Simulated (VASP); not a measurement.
A convergence study with VASP on AlN (zinc blende): a few settings are varied, all else stays as given below, so the limit is that of these other settings. The cell's lengths are 1 % over those of the tabulated start and one atom is moved, so it is off equilibrium.

```yaml
crystal:
  lattice:
    - [0.00000, 2.21190, 2.21190]
    - [2.21190, 0.00000, 2.21190]
    - [2.21190, 2.21190, 0.00000]
  atoms:
    - { symbol: Al, position: [0.00000, 0.00000, 0.00000] }
    - { symbol: N, position: [0.23630, 0.26370, 0.26370] }
```

All values below come from PBEsol GGA, VASP's PBE PAW potentials (set 64) (plane waves; VASP). The last row used: ADDGRID = .TRUE., 600 eV cut-off, 11×11×11 Γ-centred mesh, Gaussian smearing of 0.050 eV, potentials Al N.

Gaps are read on the run's mesh, which can miss a band edge.

```tsv
setting	E (eV/atom)	pressure (GPa)	gap on the mesh (eV)	plane waves
ADDGRID = unset, ENCUT = 300, PREC = Low	-7.7780	-25.40	3.109	268
ADDGRID = unset, ENCUT = 300, PREC = Normal	-7.7778	-25.39	3.108	268
ADDGRID = .TRUE., ENCUT = 300, PREC = Normal	-7.7778	-25.39	3.108	268
ADDGRID = .TRUE., ENCUT = 300, PREC = Accurate	-7.7767	-25.33	3.108	268
ADDGRID = unset, ENCUT = 400, PREC = Low	-7.7884	-8.90	3.138	411
ADDGRID = unset, ENCUT = 400, PREC = Normal	-7.7883	-8.90	3.137	411
ADDGRID = .TRUE., ENCUT = 400, PREC = Normal	-7.7882	-8.90	3.137	411
ADDGRID = .TRUE., ENCUT = 400, PREC = Accurate	-7.7877	-8.95	3.137	411
ADDGRID = unset, ENCUT = 500, PREC = Low	-7.7878	-5.62	3.132	560
ADDGRID = unset, ENCUT = 500, PREC = Normal	-7.7876	-5.62	3.132	560
ADDGRID = .TRUE., ENCUT = 500, PREC = Normal	-7.7876	-5.62	3.132	560
ADDGRID = .TRUE., ENCUT = 500, PREC = Accurate	-7.7876	-5.62	3.132	560
ADDGRID = unset, ENCUT = 600, PREC = Low	-7.7884	-5.71	3.132	736
ADDGRID = unset, ENCUT = 600, PREC = Normal	-7.7882	-5.71	3.132	736
ADDGRID = .TRUE., ENCUT = 600, PREC = Normal	-7.7882	-5.71	3.132	736
ADDGRID = .TRUE., ENCUT = 600, PREC = Accurate	-7.7882	-5.71	3.132	736
```

Left out are rungs that failed or repeat a setting and relaxations that didn't move; long series are thinned to 24 rows.

The compound is AlN in the zinc blende structure, a metastable form; wurtzite is the usual one. The cell was not relaxed at this level, it is distorted from the ideal structure.
